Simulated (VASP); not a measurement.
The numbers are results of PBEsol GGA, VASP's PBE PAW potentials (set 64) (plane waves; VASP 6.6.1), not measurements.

VASP input:

### INCAR
```
ISMEAR = -1   # Fermi-Dirac
GGA = PS   # PBEsol
SIGMA = 0.1
ISIF = 2
LREAL = F   # projection in real space or not
NELM = 100   # most electronic steps
LCHARG = F
LASPH = T   # aspherical one-centre terms
PREC = Accurate
LWAVE = F
ENCUT = 300
EDIFF = 1E-6   # SCF stop (eV)
ALGO = Normal   # blocked Davidson
LMAXMIX = 6   # l cut-off of mixed one-centre charges
SYSTEM = LaCu5
```

KPOINTS:
```
Automatic mesh
0
Gamma
6 6 7
0 0 0
```

### POSCAR
```
LaCu5
1
    5.1423070000     0.0000000000     0.0000000000
   -2.5711530000     4.4533690000     0.0000000000
    0.0000000000     0.0000000000     4.0845790000
La Cu
1 5
Direct
  0.0000000000   0.0000000000   0.0000000000
  0.0000000000   0.5000000000   0.5000000000
  0.5000000000   0.0000000000   0.5000000000
  0.5000000000   0.5000000000   0.5000000000
  0.3333330000   0.6666670000   0.0000000000
  0.6666670000   0.3333330000   0.0000000000
```

POTCAR, in this order: La Cu (PBE.64 set). Program: vasp_std.

Output

File OUTCAR:
```
 ion  position               nearest neighbor table
   1  0.000  0.000  0.000-   5 2.97   6 2.97   6 2.97   5 2.97   6 2.97   5 2.97
   2  0.000  0.500  0.500-   5 2.52   6 2.52   5 2.52   6 2.52   4 2.57   4 2.57   3 2.57   3 2.57
  LATTYP: Found a hexagonal cell.
 ALAT       =     5.1423070000
 C/A-ratio  =     0.7943086634
 Subroutine PRICEL returns:
 Original cell was already a primitive cell.
 Subroutine GETGRP returns: Found 24 space group operations
The static configuration has the point symmetry D_6h.
The dynamic configuration has the point symmetry D_6h.
 Subroutine INISYM returns: Found 24 space group operations
 Subroutine IBZKPT returns following result:
 Found     28 irreducible k-points:

 Following reciprocal coordinates:
            Coordinates               Weight
  0.000000  0.000000  0.000000      1.000000
  0.166667  0.000000  0.000000      6.000000
  0.333333  0.000000  0.000000      6.000000
  0.500000 -0.000000  0.000000      3.000000
  0.166667  0.166667  0.000000      6.000000
  0.333333  0.166667  0.000000     12.000000
  0.333333  0.333333  0.000000      2.000000
  0.000000  0.000000  0.142857      2.000000
  0.166667  0.000000  0.142857     12.000000
  0.333333  0.000000  0.142857     12.000000
  0.500000 -0.000000  0.142857      6.000000
  0.166667  0.166667  0.142857     12.000000
  0.333333  0.166667  0.142857     24.000000
  0.333333  0.333333  0.142857      4.000000
  0.000000  0.000000  0.285714      2.000000
  0.166667  0.000000  0.285714     12.000000
  0.333333  0.000000  0.285714     12.000000
  0.500000 -0.000000  0.285714      6.000000
  0.166667  0.166667  0.285714     12.000000
  0.333333  0.166667  0.285714     24.000000
  0.333333  0.333333  0.285714      4.000000
  0.000000  0.000000  0.428571      2.000000
  0.166667  0.000000  0.428571     12.000000
  0.333333  0.000000  0.428571     12.000000
  0.500000 -0.000000  0.428571      6.000000
  0.166667  0.166667  0.428571     12.000000
  0.333333  0.166667  0.428571     24.000000
  0.333333  0.333333  0.428571      4.000000
   k-points           NKPTS =     28   k-points in BZ     NKDIM =     28   number of bands    NBANDS=     39
   number of dos      NEDOS =    301   number of ions     NIONS =      6
   total plane-waves  NPLWV =  21600
   dimension x,y,z NGX =    30 NGY =   30 NGZ =   24
   dimension x,y,z NGXF=    60 NGYF=   60 NGZF=   48
   ions per type =               1   5
   PREC   = accura    normal or accurate (medium, high low for compatibility)
   ISTART =      0    job   : 0-new  1-cont  2-samecut
   ICHARG =      2    charge: 1-file 2-atom 10-const
   ISPIN  =      1    spin polarized calculation?
   LNONCOLLINEAR =      F non collinear calculations
   LSORBIT =      F    spin-orbit coupling
   INIWAV =      1    electr: 0-lowe 1-rand  2-diag
   ENCUT  =  300.0 eV  22.05 Ry    4.70 a.u.   7.26  7.26  5.77*2*pi/ulx,y,z
   NELM   =    100;   NELMIN=  2; NELMDL= -5     # of ELM steps
   EDIFF  = 0.1E-05   stopping-criterion for ELM
   LREAL  =      F    real-space projection
   NLSPLINE    = F    spline interpolate recip. space projectors
   LMAXMIX     =    6 max onsite mixed and CHGCAR
   VOSKOWN=      0    Vosko Wilk Nusair interpolation
   EDIFFG = 0.1E-04   stopping-criterion for IOM
   NSW    =      0    number of steps for IOM
   NBLOCK =      1;   KBLOCK =      1    inner block; outer block
   IBRION =     -1    ionic relax: 0-MD 1-quasi-New 2-CG
   NFREE  =      0    steps in history (QN), initial steepest desc. (CG)
   ISIF   =      2    stress and relaxation
   ISYM   =      2    0-nonsym 1-usesym 2-fastsym
   TEIN   =    0.0    initial temperature
   TEBEG  =    0.0;   TEEND  =   0.0 temperature during run
   SMASS  =  -3.00    Nose mass-parameter (am)
...
```

File OSZICAR:
```
       N       E                     dE             d eps       ncg     rms          rms(c)
DAV:   1     0.486253593577E+03    0.48625E+03   -0.18272E+04  2184   0.188E+03
DAV:   2     0.430517423871E+02   -0.44320E+03   -0.42973E+03  2440   0.398E+02
DAV:   3    -0.249394539978E+02   -0.67991E+02   -0.62416E+02  3052   0.193E+02
DAV:   4    -0.365161503425E+02   -0.11577E+02   -0.10876E+02  4191   0.643E+01
DAV:   5    -0.377056817663E+02   -0.11895E+01   -0.11472E+01  3609   0.206E+01    0.342E+01
DAV:   6    -0.447112544791E+02   -0.70056E+01   -0.56698E+02  3656   0.406E+02    0.267E+01
DAV:   7    -0.323955150991E+02    0.12316E+02   -0.14886E+02  3165   0.183E+02    0.111E+01
DAV:   8    -0.306632940819E+02    0.17322E+01   -0.12198E+01  3425   0.366E+01    0.755E+00
DAV:   9    -0.305386143116E+02    0.12468E+00   -0.87642E-01  3832   0.971E+00    0.724E+00
DAV:  10    -0.281472681196E+02    0.23913E+01   -0.28898E+00  3735   0.181E+01    0.379E+00
DAV:  11    -0.276927807108E+02    0.45449E+00   -0.33667E+00  4162   0.152E+01    0.874E-01
DAV:  12    -0.277548991458E+02   -0.62118E-01   -0.52557E-01  3935   0.756E+00    0.831E-01
DAV:  13    -0.277308390186E+02    0.24060E-01   -0.24906E-01  3899   0.692E+00    0.535E-01
DAV:  14    -0.277270145575E+02    0.38245E-02   -0.52580E-02  4097   0.314E+00    0.167E-01
DAV:  15    -0.277295544231E+02   -0.25399E-02   -0.20883E-02  4121   0.132E+00    0.193E-01
DAV:  16    -0.277287124098E+02    0.84201E-03   -0.25634E-03  3889   0.606E-01    0.140E-01
DAV:  17    -0.277279875455E+02    0.72486E-03   -0.49689E-03  4305   0.710E-01    0.299E-02
DAV:  18    -0.277280510859E+02   -0.63540E-04   -0.67847E-04  3786   0.209E-01    0.298E-02
DAV:  19    -0.277280510072E+02    0.78627E-07   -0.55558E-05  4248   0.609E-02    0.203E-02
DAV:  20    -0.277280539528E+02   -0.29455E-05   -0.11884E-04  3783   0.913E-02    0.164E-02
DAV:  21    -0.277280573616E+02   -0.34088E-05   -0.21976E-05  3555   0.489E-02    0.696E-03
DAV:  22    -0.277280555865E+02    0.17751E-05   -0.69201E-06  3068   0.304E-02    0.274E-03
DAV:  23    -0.277280555430E+02    0.43485E-07   -0.11927E-06  1614   0.114E-02
   1 F= -.27728056E+02 E0= -.27666364E+02  d E =-.123383E+00
```

OUTCAR:
```
------------------------ aborting loop because EDIFF is reached ----------------------------------------
  FORCE on cell =-STRESS in cart. coord.  units (eV):
  Direction    XX          YY          ZZ          XY          YZ          ZX
  --------------------------------------------------------------------------------------
  Total       -2.5393928     -2.5393933     -2.9347289     -0.0000003     -0.0000000      0.0000000
  in kB      -43.4957151    -43.4957250    -50.2671871     -0.0000049     -0.0000000      0.0000000
  external PRESSURE =     -45.7528757 kB  Pullay stress =       0.0000000 kB
  volume of cell :       93.54
      direct lattice vectors                 reciprocal lattice vectors
     5.142307000  0.000000000  0.000000000     0.194465247  0.112274528  0.000000000
    -2.571153000  4.453369000  0.000000000     0.000000000  0.224549100  0.000000000
     0.000000000  0.000000000  4.084579000     0.000000000  0.000000000  0.244823273
 POSITION                                       TOTAL-FORCE (eV/Angst)
 -----------------------------------------------------------------------------------
      0.00000      0.00000      0.00000        -0.000000      0.000000     -0.000000
     -1.28558      2.22668      2.04229        -0.000000      0.000000     -0.000000
      2.57115      0.00000      2.04229        -0.000000      0.000000     -0.000000
      1.28558      2.22668      2.04229        -0.000000      0.000000     -0.000000
     -0.00000      2.96891      0.00000         0.000000     -0.000000     -0.000000
      2.57116      1.48445      0.00000        -0.000000      0.000000      0.000000
 -----------------------------------------------------------------------------------
    total drift:                               -0.000000      0.000000      0.000000
  FREE ENERGIE OF THE ION-ELECTRON SYSTEM (eV)
  ---------------------------------------------------
  free  energy   TOTEN  =       -27.7280555430 eV

  energy  without entropy=      -27.6046728537  energy(sigma->0) =      -27.66636420
```
(Selected blocks of OUTCAR.)

At this cut-off the stress carries a Pulay error, which pulls relaxed volumes low.

The structure comes from a computed database's LaCu5 entry (P6/mmm); how it stands against other phases isn't given here. The cell was not relaxed at this level.
